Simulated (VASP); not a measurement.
Here is the system:

```yaml
crystal:
  lattice:
    - [0.00000, 2.30982, 2.30982]
    - [2.30982, 0.00000, 2.30982]
    - [2.30982, 2.30982, 0.00000]
  atoms:
    - { symbol: Zr, position: [0.00000, 0.00000, 0.00000] }
    - { symbol: C, position: [0.50000, 0.50000, 0.50000] }
```

The numbers are results of AM05 GGA, VASP's PBE PAW potentials (set 64) (plane waves; VASP 6.6.1), not measurements. Settings: 520 eV cut-off, 13×13×13 Γ-centred mesh, first-order Methfessel-Paxton smearing of 0.10 eV, potentials Zr_sv C.

Problem. Give the stress tensor in GPa (positive for a compressed cell).

Solution. 
```
7.56  0.00  0.00
0.00  7.56  0.00
0.00  0.00  7.56
```
The pressure is its mean diagonal, 7.56 GPa.

The compound is ZrC in the rock salt structure. This cell is one point of a volume scan, at 0.97 of the reference volume.
